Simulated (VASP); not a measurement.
Elastic constants (GPa) of a crystal from LDA (Ceperley-Alder, Perdew-Zunger), VASP's LDA PAW potentials (set 64) in VASP:

|  | xx | yy | zz | yz | xz | xy |
|---|---|---|---|---|---|---|
| xx | 201.5 | 139.0 | 139.0 | 0.0 | 0.0 | 0.0 |
| yy | 139.0 | 201.5 | 139.0 | 0.0 | 0.0 | 0.0 |
| zz | 139.0 | 139.0 | 201.5 | 0.0 | 0.0 | 0.0 |
| yz | 0.0 | 0.0 | 0.0 | 67.1 | 0.0 | 0.0 |
| xz | 0.0 | 0.0 | 0.0 | 0.0 | 67.1 | 0.0 |
| xy | 0.0 | 0.0 | 0.0 | 0.0 | 0.0 | 67.1 |

Finite-difference elastic constants of metals are sensitive to mesh and smearing; shear constants can be off by tens of GPa.

### Question
Work out the Voigt, Reuss and Hill moduli, Young's modulus and Poisson's ratio.

### Answer
All eigenvalues are positive (smallest 62.5 GPa), so the crystal is stable. K_V = (C11+C22+C33+2(C12+C13+C23))/9 = (604.5 + 2×417.0)/9 = 159.8 GPa; G_V = (604.5 − 417.0 + 3×201.3)/15 = 52.8 GPa. From the compliances, K_R = 159.8 GPa and G_R = 46.0 GPa. Hill: K = 159.8 GPa, G = 49.4 GPa, E = 9KG/(3K+G) = 134.3 GPa, ν = (3K−2G)/(2(3K+G)) = 0.360. K/G = 3.24, above Pugh's 1.75; universal anisotropy A^U = 0.74.

### Question
With a density of 4.96 g/cm³, what are the mean sound speeds?

### Answer
v_l = √((K+4G/3)/ρ) = 6.74 km/s and v_t = √(G/ρ) = 3.15 km/s. The crystal is NiSi2 (fluorite), cubic.

The compound is NiSi2 in the fluorite structure. It was relaxed first. The run is not spin-polarised, so no magnetic state was tried.
